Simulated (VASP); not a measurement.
A VASP calculation is set up with these files.

### POSCAR
```
PtAl
1
    0.0000000000     2.5412279206     2.5412279206
    2.5412279206     0.0000000000     2.5412279206
    2.5412279206     2.5412279206     0.0000000000
Pt Al
1 1
Direct
  0.0000000000   0.0000000000   0.0000000000
  0.5000000000   0.5000000000   0.5000000000
```

INCAR:
```
SYSTEM  =  PtAl
PREC  =  Accurate; ENCUT  =  400; LREAL  =  .FALSE.
LASPH  =  .TRUE.
EDIFF  =  1E-7; NELM  =  100; ALGO  =  Normal
LMAXMIX  =  6
ISMEAR  =  -5
GGA  =  PS
ISIF  =  2
LWAVE  =  .FALSE.; LCHARG  =  .TRUE.; LORBIT  =  11
NEDOS  =  601
```

KPOINTS:
```
Automatic mesh
0
Gamma
14 14 14
0 0 0
```

POTCAR, in this order: Pt Al (PBE.64 set). Program: vasp_std.

Question: Write an equivalent input for Ansatz.

Answer: One equivalent input (not run):
Ansatz 0.2 input:
```yaml
crystal:
  lattice:
    - [0.0000000, 2.5412279, 2.5412279]
    - [2.5412279, 0.0000000, 2.5412279]
    - [2.5412279, 2.5412279, 0.0000000]
  atoms:
    - { symbol: Pt, position: [0.0000000, 0.0000000, 0.0000000] }
    - { symbol: Al, position: [0.5000000, 0.5000000, 0.5000000] }
kpoints:
  mp_grid: { grid: [14, 14, 14] }
hamiltonian:
  xc: pbesol
  pseudopotentials: { kind: paw }
scf:
  occupations: { method: tetrahedron }
  max_iter: 100
output: { forces: true, stress: true, eigenvalues: true }
```
What does not carry over: each code has its own PAW files, so the cut-off isn't converted (ENCUT is set for VASP's; basis.ecutwfc is left out, and Ansatz then takes the one that its files recommend); Ansatz stops its SCF on the density residual and VASP on the energy change (EDIFF).

The structure was generated: PtAl was put into the rock salt type (Fm-3m), which need not be its known phase. It was relaxed first, which changed the volume by -23 %.
